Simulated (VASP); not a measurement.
All values below come from LDA (Ceperley-Alder, Perdew-Zunger), VASP's LDA PAW potentials (set 64) (plane waves; VASP).

Input for VASP

KPOINTS:
```
Automatic mesh
0
Gamma
11 11 7
0 0 0
```

POSCAR:
```
NbH
1
    1.8542230000    -2.4046870000     0.0000000000
    1.8542230000     2.4046870000     0.0000000000
    0.0000000000     0.0000000000     4.8272900000
Nb H
2 2
Direct
  0.7500000000   0.2500000000   0.2688400000
  0.2500000000   0.7500000000   0.7311600000
  0.2500000000   0.2500000000   0.0000000000
  0.7500000000   0.7500000000   0.0000000000
```

**INCAR**
```
! general
SYSTEM   =  NbH
PREC     =  Accurate
ENCUT    =  300
LREAL    =  .FALSE.
LASPH    =  .TRUE.   ! aspherical one-centre terms

! electronic loop
EDIFF    =  1E-6   ! SCF stop (eV)
NELM     =  100
ALGO     =  Normal   ! blocked Davidson
LMAXMIX  =  4   ! l cut-off of mixed one-centre charges

! smearing
ISMEAR   =  0   ! Gaussian
SIGMA    =  0.136   ! width (eV)

! ions
ISIF     =  2   ! forces and stress, cell fixed

! output
LWAVE    =  .FALSE.
LCHARG   =  .FALSE.
```

POTCAR, in this order: Nb_sv H (LDA.64 set). Program: vasp_std.

The run wrote:

OSZICAR:
```
       N       E                     dE             d eps       ncg     rms          rms(c)
DAV:   1     0.202705544699E+03    0.20271E+03   -0.12488E+04  5520   0.111E+03
DAV:   2    -0.154869876038E+02   -0.21819E+03   -0.21485E+03  7080   0.477E+02
DAV:   3    -0.317683695668E+02   -0.16281E+02   -0.16018E+02  9992   0.916E+01
DAV:   4    -0.323290908053E+02   -0.56072E+00   -0.55866E+00  7296   0.163E+01
DAV:   5    -0.323536510201E+02   -0.24560E-01   -0.24491E-01  9608   0.323E+00    0.116E+01
DAV:   6    -0.304797314417E+02    0.18739E+01   -0.44318E+00  7046   0.178E+01    0.379E+00
DAV:   7    -0.302553913998E+02    0.22434E+00   -0.12962E+00  9700   0.826E+00    0.141E+00
DAV:   8    -0.302517527396E+02    0.36387E-02   -0.60554E-02  7584   0.214E+00    0.636E-01
DAV:   9    -0.302511135864E+02    0.63915E-03   -0.98944E-03  7846   0.909E-01    0.767E-02
DAV:  10    -0.302510183956E+02    0.95191E-04   -0.69559E-04  7742   0.187E-01    0.445E-02
DAV:  11    -0.302510132023E+02    0.51933E-05   -0.15895E-04  8960   0.905E-02    0.124E-02
DAV:  12    -0.302510092021E+02    0.40002E-05   -0.28417E-05  7364   0.471E-02    0.401E-03
DAV:  13    -0.302510092319E+02   -0.29809E-07   -0.67954E-07  5224   0.888E-03
   1 F= -.30251009E+02 E0= -.30246447E+02  d E =-.912471E-02
```

### OUTCAR
```
------------------------ aborting loop because EDIFF is reached ----------------------------------------
  FORCE on cell =-STRESS in cart. coord.  units (eV):
  Direction    XX          YY          ZZ          XY          YZ          ZX
  --------------------------------------------------------------------------------------
  Total       -3.8286381     -3.7646510     -3.8719976      0.0000000     -0.0000000      0.0000000
  in kB     -142.4954501   -140.1139554   -144.1092170      0.0000000     -0.0000000      0.0000000
  external PRESSURE =    -142.2395408 kB  Pullay stress =       0.0000000 kB
  volume of cell :       43.05
      direct lattice vectors                 reciprocal lattice vectors
     1.854223000 -2.404687000  0.000000000     0.269654729 -0.207927269  0.000000000
     1.854223000  2.404687000  0.000000000     0.269654729  0.207927269  0.000000000
     0.000000000  0.000000000  4.827290000     0.000000000  0.000000000  0.207155568
 POSITION                                       TOTAL-FORCE (eV/Angst)
 -----------------------------------------------------------------------------------
      1.85422     -1.20234      1.29777         0.000000     -0.000000     -0.039245
      1.85422      1.20234      3.52952         0.000000     -0.000000      0.039245
      0.92711      0.00000      0.00000         0.000000     -0.000000     -0.000000
      2.78133      0.00000      0.00000         0.000000      0.000000      0.000000
 -----------------------------------------------------------------------------------
    total drift:                               -0.000000     -0.000000     -0.000000
  FREE ENERGIE OF THE ION-ELECTRON SYSTEM (eV)
  ---------------------------------------------------
  free  energy   TOTEN  =       -30.2510092319 eV

  energy  without entropy=      -30.2418845244  energy(sigma->0) =      -30.24644688
```
(Selected blocks of OUTCAR.)

OUTCAR:
```
 val. band max:        9.9676957396   @ k =   0.2727   0.0909   0.0000

 cond. band min:      10.0119604613   @ k =  -0.1818   0.1818   0.4286


 Fermi energy:         9.9795670365

 k-point     1 :       0.0000    0.0000    0.0000
  band No.  band energies     occupation
      1     -44.8716      2.00000
      2     -44.7217      2.00000
      3     -21.5373      2.00000
      4     -20.9544      2.00000
      5     -20.6966      2.00000
      6     -20.6617      2.00000
      7     -20.6421      2.00000
      8     -20.6218      2.00000
      9       0.3929      2.00000
     10       5.4606      2.00000
     11       5.9820      2.00000
     12       8.4939      2.00000
     13       9.1434      2.00000
     14       9.2209      2.00000
     15      10.3407      0.00017
     16      10.9547      0.00000
     17      12.5280      0.00000
     18      12.5425      0.00000

 k-point     2 :       0.0909    0.0000    0.0000
  band No.  band energies     occupation
      1     -44.8644      2.00000
      2     -44.7204      2.00000
      3     -21.5155      2.00000
      4     -20.9749      2.00000
      5     -20.7212      2.00000
      6     -20.6875      2.00000
      7     -20.6687      2.00000
      8     -20.6323      2.00000
      9       0.5365      2.00000
     10       5.4450      2.00000
     11       6.1561      2.00000
     12       8.3929      2.00000
     13       9.0531      2.00000
     14       9.2948      2.00000
     15      10.3056      0.00070
     16      10.6304      0.00000
     17      12.2737      0.00000
     18      12.3899      0.00000

 k-point     3 :       0.1818    0.0000    0.0000
  band No.  band energies     occupation
      1     -44.8435      2.00000
      2     -44.7167      2.00000
      3     -21.4527      2.00000
      4     -21.0478      2.00000
      5     -20.8257      2.00000
      6     -20.7579      2.00000
      7     -20.6963      2.00000
      8     -20.6410      2.00000
      9       0.9473      2.00000
...
```

At this cut-off the stress carries a Pulay error, which pulls relaxed volumes low.

The structure comes from a computed database's NbH entry (Cmme); how it stands against other phases isn't given here. The cell was not relaxed at this level.
